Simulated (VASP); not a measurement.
WSe2:

```xyz
6
Lattice="3.2370 0.0000 0.0000 -1.6185 2.8033 0.0000 0.0000 0.0000 12.6188" Properties=species:S:1:pos:R:3 pbc="T T T"
W     0.0000    1.8689    3.1547
W     1.6185    0.9344    9.4641
Se    0.0000    1.8689    7.8009
Se    1.6185    0.9344    1.4915
Se    0.0000    1.8689   11.1273
Se    1.6185    0.9344    4.8179
```

The cell isn't the ideal one: a relaxed cell with its volume scaled by 0.96.

| Quantity | Value |
| --- | --- |
| Program | VASP 6.6.1 |
| Task | relaxation of shape and atoms at fixed volume |
| Functional | PBE |
| Dispersion | D3(BJ) |
| Potentials or basis | VASP PAW PBE potentials, release 64 (W_sv, Se) |
| Cutoff | 600 eV |
| k mesh | 9 × 9 × 2 |
| Occupations | gaussian, width 0.03 eV |
| Spin | no spin polarisation |

At the start: pressure 6.4 GPa; volume 19.08 Å³/atom.

Question: Where does the relaxation end?

Answer: Over 5 steps the energy falls by 9.6 meV/atom; space group P6_3/mmc (No. 194, to 0.05 Å).

The path:
```
step  energy change (eV)  largest force (eV/Å)  pressure (GPa)
   1              0.0000                0.7046            6.42
   2             -0.0407                0.0458            3.00
   3             -0.0420                0.0630            3.49
   4             -0.0548                0.0331            2.92
   5             -0.0577                0.0074            2.50
```

Final structure:
```yaml
crystal:
  lattice:
    - [3.25523, 0.00000, 0.00000]
    - [-1.62762, 2.81911, 0.00000]
    - [0.00000, 0.00000, 12.47779]
  atoms:
    - { symbol: W, position: [0.33333, 0.66667, 0.25000] }
    - { symbol: W, position: [0.66667, 0.33333, 0.75000] }
    - { symbol: Se, position: [0.33333, 0.66667, 0.61464] }
    - { symbol: Se, position: [0.66667, 0.33333, 0.11464] }
    - { symbol: Se, position: [0.33333, 0.66667, 0.88536] }
    - { symbol: Se, position: [0.66667, 0.33333, 0.38536] }
```
